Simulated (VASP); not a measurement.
An input for Ansatz (written as the equivalent of a VASP run, and not itself run):

Ansatz 0.2 input:
```yaml
crystal:
  lattice:
    - [0.0000000, 2.2113439, 2.2113439]
    - [2.2113439, 0.0000000, 2.2113439]
    - [2.2113439, 2.2113439, 0.0000000]
  atoms:
    - { symbol: Ga, position: [1.0000000, 0.0000000, 1.0000000] }
    - { symbol: N, position: [0.2500000, 0.2500000, 0.2500000] }
kpoints:
  mp_grid: { grid: [10, 10, 10] }
hamiltonian:
  xc: pbesol
  pseudopotentials: { kind: paw }
scf:
  occupations: { method: gaussian, width: 0.05 }
  max_iter: 100
relax:
  max_steps: 40
  f_tol: 0.02
  cell: { p_target: 10 }
output: { forces: true, stress: true, eigenvalues: true }
```

Task: Translate this input to VASP (INCAR, KPOINTS, POSCAR, choice of POTCAR).

Result: Several could match; the one computed here: 
INCAR:
```
SYSTEM  =  GaN
PREC  =  Accurate; ENCUT  =  620; LREAL  =  .FALSE.
LASPH  =  .TRUE.
EDIFF  =  1E-6; NELM  =  100; ALGO  =  Normal
LMAXMIX  =  4
ISMEAR  =  0; SIGMA  =  0.05
GGA  =  PS
IBRION  =  2; NSW  =  40; ISIF  =  3
EDIFFG  =  -0.02; PSTRESS  =  100
LWAVE  =  .FALSE.; LCHARG  =  .FALSE.
```

KPOINTS:
```
Automatic mesh
0
Gamma
10 10 10
0 0 0
```

**POSCAR**
```
GaN
1.0
  0.0000000000   2.2113439387   2.2113439387
  2.2113439387   0.0000000000   2.2113439387
  2.2113439387   2.2113439387   0.0000000000
Ga N
1 1
Direct
  1.0000000000   0.0000000000   1.0000000000
  0.2500000000   0.2500000000   0.2500000000
```

POTCAR, in this order: Ga_d N (PBE.64 set). Program: vasp_std.

What does not carry over: each code has its own PAW files, so the cut-off isn't converted (ENCUT is set for VASP's; basis.ecutwfc is left out, and Ansatz then takes the one that its files recommend); Ansatz stops its SCF on the density residual and VASP on the energy change (EDIFF).

The structure was generated: GaN was put into the zinc blende type (F-43m), which need not be its known phase. It was relaxed first under an external pressure of 10 GPa.
